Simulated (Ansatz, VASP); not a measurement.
**HfMo: VASP beside Ansatz**

Contents of INCAR:

```
ALGO = Fast ; EDIFF = 1E-7
ENCUT = 520 ; GGA = PE
ISIF = 2 ; ISMEAR = 0
LASPH = T ; LCHARG = T
LELF = T ; LREAL = F
LVHAR = T ; LWAVE = F
NBANDS = 19 ; NELM = 60
PREC = Accurate ; SIGMA = 0.05
```

The input KPOINTS:

```
k-points
0
Gamma
  10 10 6
```

POSCAR

```
HfMo
1.0
    1.6712035000     -2.4724670000      0.0000000000
    1.6712035000      2.4724670000      0.0000000000
    0.0000000000      0.0000000000      4.4470110000
Hf Mo
1 1
Direct
    0.0000000000      0.0000000000      0.0000000000
    0.5000000000      0.5000000000      0.5000000000
```

Contents of input.yaml:

```yaml
crystal:
  lattice:
    - [1.6712035, -2.472467, 0.0]
    - [1.6712035, 2.472467, 0.0]
    - [0.0, 0.0, 4.447011]
  atoms:
    - { symbol: Hf, position: [0.0, 0.0, 0.0] }
    - { symbol: Mo, position: [0.5, 0.5, 0.5] }
kpoints:
  mp_grid: { grid: [10, 10, 6] }
scf:
  occupations: { method: gaussian, width: 0.05 }
hamiltonian:
  xc: pbe
  pseudopotentials: { kind: all_electron, lapw: { basis_error: 0.001 } }
output:
  forces: true
  stress: true
  eigenvalues: true
```

The cell comes from a database or a generator and needn't be the stable form of this composition.

Alike in both runs: task single point; functional PBE; k mesh 10 × 10 × 6; occupations gaussian, width 0.05 eV; no spin polarisation.

|  | VASP | Ansatz |
| --- | --- | --- |
| version | VASP 6.6.1 | Ansatz 0.2.0 |
| potentials or method | VASP PAW PBE potentials, release 64 (Hf_pv, Mo_sv) | all-electron LAPW, scalar-relativistic |
| plane-wave cutoff (eV) | 520 | see its input |

VASP gave:

| Item | Value |
| --- | --- |
| gap on the k mesh at the Fermi level (eV) | none |
| pressure (GPa) | -0.2 |
| largest component of the traceless stress (GPa) | 0.83 |

Which values does Ansatz return?

gap on the k mesh at the Fermi level (eV): none; pressure (GPa): 0.1; largest component of the traceless stress (GPa): 0.96.

A gap of «none» marks a metal or a gap that the smearing closes. Ansatz ran all-electron here, so the differences hold the error of VASP's frozen core and of both bases.

The runs have no spin-orbit coupling, so splittings on Hf are missing.
